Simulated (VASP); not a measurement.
Ga3BiO4:

```
Ga Bi O
1.0
    -2.17700    2.17700    6.13700
     2.17700   -2.17700    6.13700
     2.17700    2.17700   -6.13700
Ga Bi O
3 1 4
Direct
  0.25000 0.75000 0.50000
  0.75000 0.25000 0.50000
  0.00000 0.00000 0.00000
  0.50000 0.50000 0.00000
  0.06481 0.06481 0.46578
  0.40097 0.93519 0.00000
  0.59903 0.59903 0.53422
  0.93519 0.40097 0.00000
```

The cell was built by a generator and needn't be a form met in nature.

- Program: VASP 6.6.1
- Task: relaxation of cell and atoms
- Functional: PBE
- Potentials or basis: VASP PAW PBE potentials, release 64 (Ga_d, Bi_d, O)
- Cutoff: 520 eV
- k mesh: 10 × 10 × 10
- Occupations: gaussian, width 0.1 eV
- Spin: no spin polarisation

At the start: pressure 5.5 GPa; volume 14.54 Å³/atom.

Task: How do energy, volume and symmetry change on relaxing?

Result: Over 17 steps the energy falls by 40.7 meV/atom and the volume is 15.08 Å³/atom (+3.7 %); space group I-42m (No. 121, to 0.05 Å).

Step by step:
| step | energy change (eV) | largest force (eV/Å) | pressure (GPa) | volume (Å³) |
| --- | --- | --- | --- | --- |
| 1 | 0.0000 | 0.9118 | 5.54 | 116.34 |
| 2 | -0.1325 | 0.5649 | -3.95 | 125.00 |
| 3 | -0.1644 | 0.4939 | -1.38 | 122.25 |
| 4 | -0.2329 | 0.4023 | -1.06 | 121.56 |
| 5 | -0.2944 | 0.2454 | -0.28 | 119.78 |
| 6 | -0.2959 | 0.2506 | -0.38 | 120.04 |
| 7 | -0.3123 | 0.1131 | 1.06 | 119.08 |
| 8 | -0.3126 | 0.1132 | 1.28 | 118.95 |
| 9 | -0.3235 | 0.0576 | 0.41 | 120.13 |
| 10 | -0.3250 | 0.0290 | -0.04 | 120.77 |
| 11 | -0.3250 | 0.0304 | -0.01 | 120.73 |
| 12 | -0.3254 | 0.0230 | -0.03 | 120.75 |
| 13 | -0.3256 | 0.0148 | -0.07 | 120.76 |
| 14 | -0.3255 | 0.0037 | -0.14 | 120.80 |
| 15 | -0.3257 | 0.0101 | -0.09 | 120.77 |
| 16 | -0.3257 | 0.0103 | 0.08 | 120.59 |
| 17 | -0.3257 | 0.0086 | 0.00 | 120.66 |

Final structure:
```cif
data_structure
_symmetry_space_group_name_H-M 'P 1'
_symmetry_Int_Tables_number 1
_cell_length_a 7.0930
_cell_length_b 7.0930
_cell_length_c 7.0930
_cell_angle_alpha 144.335
_cell_angle_beta 144.335
_cell_angle_gamma 51.327
_cell_volume 120.66
loop_
_atom_site_label
_atom_site_type_symbol
_atom_site_fract_x
_atom_site_fract_y
_atom_site_fract_z
_atom_site_occupancy
Ga1 Ga 0.25000 0.75000 0.50000 1
Ga2 Ga 0.75000 0.25000 0.50000 1
Ga3 Ga 0.00000 0.00000 0.00000 1
Bi1 Bi 0.50000 0.50000 0.00000 1
O1 O 0.09067 0.09067 0.51250 1
O2 O 0.42183 0.90933 0.00000 1
O3 O 0.57817 0.57817 0.48750 1
O4 O 0.90933 0.42183 0.00000 1
```
